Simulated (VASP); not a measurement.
Given:

```
HfZr3C4
1.0
    4.65441     0.00000     0.00000
    0.00000     4.65441     0.00000
    0.00000     0.00000     4.65441
Zr C Hf
3 4 1
Cartesian
  0.00000   0.00000   0.00000
  2.32720   2.32720   0.00000
  2.32720   0.00000   2.32720
  2.32720   2.32720   2.32720
  0.00000   0.00000   2.32720
  0.00000   2.32720   0.00000
  2.32720   0.00000   0.00000
  0.00000   2.32720   2.32720
```

Method: PBEsol GGA, VASP's PBE PAW potentials (set 64) (plane waves; VASP). Run with 520 eV cut-off, Gaussian smearing of 0.050 eV, potentials Zr_sv C Hf_pv.

Task: Give the energies of bands 23 to 36 at the high-symmetry points, in eV from the Fermi level.

Result: 
| band | Γ | X | M | R |
|---|---|---|---|---|
| 23 | -1.91 | -2.72 | -4.28 | -5.47 |
| 24 | -1.91 | -2.57 | -2.69 | -3.06 |
| 25 | -1.91 | -2.57 | -2.69 | -3.06 |
| 26 | -0.02 | -2.38 | -2.68 | -3.06 |
| 27 | -0.02 | -2.38 | -2.58 | -3.06 |
| 28 | -0.02 | -0.74 | -2.54 | -3.06 |
| 29 | 0.11 | -0.65 | -2.32 | -3.06 |
| 30 | 0.11 | -0.43 | -2.28 | -2.98 |
| 31 | 0.11 | -0.43 | -2.28 | -2.98 |
| 32 | 0.96 | -0.37 | 3.18 | 4.62 |
| 33 | 0.96 | -0.37 | 3.21 | 4.62 |
| 34 | 0.96 | 3.35 | 3.40 | 4.63 |
| 35 | 1.11 | 3.35 | 3.40 | 4.67 |
| 36 | 1.11 | 3.46 | 4.36 | 4.68 |

It has no gap at this level: it comes out as a metal or semimetal.

The structure was generated: HfZr3C4 was put into an ordered model structure (Pm-3m), which need not be its known phase. It was relaxed first.
